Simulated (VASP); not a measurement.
All values below come from PBEsol GGA, VASP's PBE PAW potentials (set 64) (plane waves; VASP 6.6.1).

Input for VASP

**KPOINTS**
```
Automatic mesh
0
Gamma
6 6 2
0 0 0
```

### INCAR
```
# general
SYSTEM   =  Mg3ZnTe4
PREC     =  Accurate
ENCUT    =  400
LREAL    =  .FALSE.
LASPH    =  .TRUE.

# electronic loop
EDIFF    =  1E-6
NELM     =  100
ALGO     =  Normal
LMAXMIX  =  4

# smearing
ISMEAR   =  0
SIGMA    =  0.05

# functional
GGA      =  PS

# ions
IBRION   =  2
NSW      =  60
ISIF     =  3
EDIFFG   =  -0.02

# output
LWAVE    =  .FALSE.
LCHARG   =  .FALSE.
```

### POSCAR
```
Mg3ZnTe4
1.0
  0.0000000000   3.1684181019   3.1684181019
  3.1684181019   0.0000000000   3.1684181019
 12.7465848201  12.7465848201  -0.0729124123
Zn Te Mg
1 4 3
Cart
  3.1693243166   3.1693243166   6.3359299897
  1.5155493369   1.5155493369   1.6528687647
  4.7577335345   4.7577335345   1.5791026691
  7.9939716373   7.9939716373   1.5112826676
 11.2234565918  11.2234565918   1.4502158150
  3.1305644545   3.1305644545   0.0378536481
  6.3683565967   6.3683565967  -0.0315203928
 12.7726985016  12.7726985016   6.2378101100
```

POTCAR, in this order: Zn Te Mg (PBE.64 set). Program: vasp_std.

Output

**OUTCAR**
```
 ion  position               nearest neighbor table
   1  1.000  1.000  0.000-   5 2.64   2 2.71   2 2.71   2 2.71
   2  0.261  0.261  0.054-   1 2.71   1 2.71   1 2.71   6 2.80
   3  0.253  0.253  0.310-   6 2.77   6 2.77   6 2.77   7 2.79
   4  0.245  0.245  0.566-   7 2.77   7 2.77   7 2.77   8 2.79
   5  0.238  0.238  0.821-   1 2.64   8 2.76   8 2.76   8 2.76
   6  0.009  0.009  0.243-   3 2.77   3 2.77   3 2.77   2 2.80
   7  0.001  0.001  0.499-   4 2.77   4 2.77   4 2.77   3 2.79
   8  0.993  0.993  0.755-   5 2.76   5 2.76   5 2.76   4 2.79
  LATTYP: Found a trigonal (rhomboedric) cell.
 ALAT       =    14.9855741527
 COS(alpha) =     0.9552968427
 Subroutine PRICEL returns:
 Original cell was already a primitive cell.
 Subroutine GETGRP returns: Found  6 space group operations
The static configuration has the point symmetry C_3v.
The dynamic configuration has the point symmetry C_3v.
 Subroutine INISYM returns: Found  6 space group operations
 Subroutine IBZKPT returns following result:
 Found     22 irreducible k-points:

 Following reciprocal coordinates:
            Coordinates               Weight
  0.000000  0.000000  0.000000      1.000000
  0.166667  0.000000 -0.000000      4.000000
  0.333333  0.000000 -0.000000      4.000000
  0.500000  0.000000 -0.000000      3.000000
  0.166667  0.166667 -0.000000      2.000000
  0.333333  0.166667 -0.000000      4.000000
  0.500000  0.166667  0.000000      8.000000
 -0.333333  0.166667  0.000000      4.000000
 -0.166667  0.166667  0.000000      2.000000
  0.333333  0.333333 -0.000000      2.000000
 -0.333333  0.333333  0.000000      2.000000
  0.000000  0.000000  0.500000      1.000000
  0.166667  0.000000  0.500000      4.000000
  0.333333  0.000000  0.500000      4.000000
  0.500000  0.000000  0.500000      3.000000
  0.166667  0.166667  0.500000      2.000000
  0.333333  0.166667  0.500000      4.000000
  0.500000  0.166667  0.500000      8.000000
 -0.333333  0.166667  0.500000      4.000000
 -0.166667  0.166667  0.500000      2.000000
  0.333333  0.333333  0.500000      2.000000
 -0.333333  0.333333  0.500000      2.000000
   k-points           NKPTS =     22   k-points in BZ     NKDIM =     22   number of bands    NBANDS=     26
   number of dos      NEDOS =    301   number of ions     NIONS =      8
   total plane-waves  NPLWV = 108000
   dimension x,y,z NGX =    30 NGY =   30 NGZ =  120
   dimension x,y,z NGXF=    60 NGYF=   60 NGZF=  240
   ions per type =               1   4   3
   PREC   = accura    normal or accurate (medium, high low for compatibility)
   ISTART =      0    job   : 0-new  1-cont  2-samecut
   ICHARG =      2    charge: 1-file 2-atom 10-const
   ISPIN  =      1    spin polarized calculation?
   LNONCOLLINEAR =      F non collinear calculations
   LSORBIT =      F    spin-orbit coupling
   INIWAV =      1    electr: 0-lowe 1-rand  2-diag
   ENCUT  =  400.0 eV  29.40 Ry    5.42 a.u.   7.31  7.31 29.40*2*pi/ulx,y,z
   NELM   =    100;   NELMIN=  2; NELMDL= -5     # of ELM steps
   EDIFF  = 0.1E-05   stopping-criterion for ELM
   LREAL  =      F    real-space projection
   NLSPLINE    = F    spline interpolate recip. space projectors
   LMAXMIX     =    4 max onsite mixed and CHGCAR
   VOSKOWN=      0    Vosko Wilk Nusair interpolation
   EDIFFG = -.2E-01   stopping-criterion for IOM
   NSW    =     60    number of steps for IOM
   NBLOCK =      1;   KBLOCK =     60    inner block; outer block
   IBRION =      2    ionic relax: 0-MD 1-quasi-New 2-CG
   NFREE  =      1    steps in history (QN), initial steepest desc. (CG)
   ISIF   =      3    stress and relaxation
   ISYM   =      2    0-nonsym 1-usesym 2-fastsym
   TEIN   =    0.0    initial temperature
   TEBEG  =    0.0;   TEEND  =   0.0 temperature during run
   SMASS  =  -3.00    Nose mass-parameter (am)
...
```

OSZICAR:
```
       N       E                     dE             d eps       ncg     rms          rms(c)
DAV:   1     0.179328325839E+03    0.17933E+03   -0.13706E+04  1144   0.109E+03
DAV:   2    -0.123843605088E+02   -0.19171E+03   -0.18757E+03  1450   0.218E+02
DAV:   3    -0.269828447114E+02   -0.14598E+02   -0.14573E+02  1296   0.646E+01
DAV:   4    -0.273253665680E+02   -0.34252E+00   -0.34238E+00  1624   0.106E+01
DAV:   5    -0.273323345528E+02   -0.69680E-02   -0.69677E-02  1476   0.138E+00    0.639E+00
DAV:   6    -0.265648769042E+02    0.76746E+00   -0.17860E+00  1406   0.217E+01    0.460E+00
DAV:   7    -0.264618988696E+02    0.10298E+00   -0.95976E-01  1312   0.504E+00    0.207E+00
DAV:   8    -0.264677808720E+02   -0.58820E-02   -0.34515E-02  1462   0.102E+00    0.941E-01
DAV:   9    -0.264651690101E+02    0.26119E-02   -0.14069E-02  1256   0.743E-01    0.255E-01
DAV:  10    -0.264652917353E+02   -0.12273E-03   -0.23412E-03  1502   0.494E-01    0.744E-02
DAV:  11    -0.264653497297E+02   -0.57994E-04   -0.36858E-04  1470   0.222E-01    0.291E-02
DAV:  12    -0.264653899321E+02   -0.40202E-04   -0.62955E-05  1266   0.603E-02    0.108E-02
DAV:  13    -0.264653981092E+02   -0.81771E-05   -0.12074E-05  1412   0.195E-02    0.517E-03
DAV:  14    -0.264653990217E+02   -0.91255E-06   -0.16719E-06   958   0.873E-03
   1 F= -.26465399E+02 E0= -.26465399E+02  d E =-.264654E+02
       N       E                     dE             d eps       ncg     rms          rms(c)
DAV:   1    -0.264707922865E+02   -0.53942E-02   -0.78261E-02  1376   0.292E+00    0.474E-01
DAV:   2    -0.264666716557E+02    0.41206E-02   -0.17334E-02  1340   0.208E+00    0.167E-01
DAV:   3    -0.264660811509E+02    0.59050E-03   -0.11491E-03  1234   0.189E-01    0.870E-02
DAV:   4    -0.264659251128E+02    0.15604E-03   -0.21779E-04  1282   0.661E-02    0.419E-02
DAV:   5    -0.264659098419E+02    0.15271E-04   -0.15106E-05  1568   0.466E-02    0.228E-02
DAV:   6    -0.264659071257E+02    0.27162E-05   -0.82280E-06  1216   0.252E-02    0.431E-03
DAV:   7    -0.264659068724E+02    0.25332E-06   -0.80065E-07   642   0.151E-02
   2 F= -.26465907E+02 E0= -.26465907E+02  d E =-.507851E-03
```

**OUTCAR**
```
------------------------ aborting loop because EDIFF is reached ----------------------------------------
  FORCE on cell =-STRESS in cart. coord.  units (eV):
  Direction    XX          YY          ZZ          XY          YZ          ZX
  --------------------------------------------------------------------------------------
  Total        0.0302623      0.0302623      0.0302623      0.0020154     -0.0020154     -0.0020154
  in kB        0.1897376      0.1897376      0.1897376      0.0126360     -0.0126360     -0.0126360
  external PRESSURE =       0.1897376 kB  Pullay stress =       0.0000000 kB
  volume of cell :      255.54
      direct lattice vectors                 reciprocal lattice vectors
    -0.000000000  3.164393707  3.164393707    -0.157585658  0.158430645  0.157585658
     3.164393707 -0.000000000  3.164393707     0.158430645 -0.157585658  0.157585658
    12.725811671 12.725811671 -0.068236843     0.039185168  0.039185168 -0.039185168
 POSITION                                       TOTAL-FORCE (eV/Angst)
 -----------------------------------------------------------------------------------
      3.16522      3.16522      6.32796         0.004685      0.004685     -0.004685
      1.51334      1.51334      1.65105        -0.001572     -0.001572      0.001572
      4.75042      4.75042      1.57837        -0.000087     -0.000087      0.000087
      7.98149      7.98149      1.51169         0.002037      0.002037     -0.002037
     11.20583     11.20583      1.45174         0.001543      0.001543     -0.001543
      3.12542      3.12542      0.03898        -0.000497     -0.000497      0.000497
      6.35746      6.35746     -0.02867        -0.006184     -0.006184      0.006184
     12.75289     12.75289      6.23347         0.000075      0.000075     -0.000075
 -----------------------------------------------------------------------------------
    total drift:                               -0.001311     -0.001311      0.001312
  FREE ENERGIE OF THE ION-ELECTRON SYSTEM (eV)
  ---------------------------------------------------
  free  energy   TOTEN  =       -26.4659068724 eV

  energy  without entropy=      -26.4659068724  energy(sigma->0) =      -26.46590687

 reached required accuracy - stopping structural energy minimisation
```
(Selected blocks of OUTCAR.)

File CONTCAR:
```
Mg3ZnTe4
   1.00000000000000
    -0.0000000000000448    3.1643937068718433    3.1643937068719330
     3.1643937068718433   -0.0000000000000448    3.1643937068719330
    12.7258116707999900   12.7258116707999900   -0.0682368431130521
  Zn              Te              Mg
     1     4     3
Direct
     0.9998710572815428    0.9998710572815428    0.0000967070888456
     0.2614608646769698    0.2614608646769698    0.0539043514672740
     0.2527421887492830    0.2527421887492830    0.3104433584130355
     0.2449653028349529    0.2449653028349529    0.5662760227987840
     0.2382423473407915    0.2382423473407915    0.8213182394194015
     0.0087832459904268    0.0087832459904268    0.2434125655571808
     0.0008537711690221    0.0008537711690221    0.4993596716232316
     0.9930812219570182    0.9930812219570182    0.7551890835322381
```

OUTCAR:
```
 val. band max:        2.2328544759   @ k =   0.0000   0.0000   0.0000

 cond. band min:       3.7510767452   @ k =   0.0000   0.0000   0.0000


 Fermi energy:         2.4684030430

 k-point     1 :       0.0000    0.0000    0.0000
  band No.  band energies     occupation
      1      -8.5730      2.00000
      2      -8.1535      2.00000
      3      -8.0710      2.00000
      4      -7.7659      2.00000
      5      -4.1422      2.00000
      6      -4.1422      2.00000
      7      -4.0385      2.00000
      8      -3.9780      2.00000
      9      -3.9780      2.00000
     10      -1.6373      2.00000
     11      -0.3486      2.00000
     12       0.0540      2.00000
     13       1.6433      2.00000
     14       1.6433      2.00000
     15       1.8362      2.00000
     16       1.8362      2.00000
     17       1.9362      2.00000
     18       1.9362      2.00000
     19       2.1522      2.00000
     20       2.2329      2.00000
     21       2.2329      2.00000
     22       3.7511      0.00000
     23       4.8678      0.00000
     24       5.4925      0.00000
     25       5.6569      0.00000
     26       7.1604      0.00000

 k-point     2 :       0.1667    0.0000   -0.0000
  band No.  band energies     occupation
      1      -8.4362      2.00000
      2      -8.0848      2.00000
      3      -7.9104      2.00000
      4      -7.7066      2.00000
      5      -4.1292      2.00000
      6      -4.1245      2.00000
      7      -4.0263      2.00000
      8      -3.9784      2.00000
      9      -3.9778      2.00000
     10      -1.4536      2.00000
     11      -0.6508      2.00000
     12       0.2031      2.00000
     13       0.6843      2.00000
     14       0.8762      2.00000
     15       0.9303      2.00000
     16       1.3590      2.00000
     17       1.5226      2.00000
     18       1.5578      2.00000
     19       1.8084      2.00000
     20       2.0208      2.00000
     21       2.0610      2.00000
     22       4.7819      0.00000
...
```

Unless said otherwise, spin-orbit coupling is left out, though it shifts the bands of the heavy elements here.

The structure was generated: Mg3ZnTe4 was put into an ordered model structure (R3m), which need not be its known phase. This run relaxes it. Symmetry was kept, so distortions that lower it aren't found. The start is the result of an earlier pass.
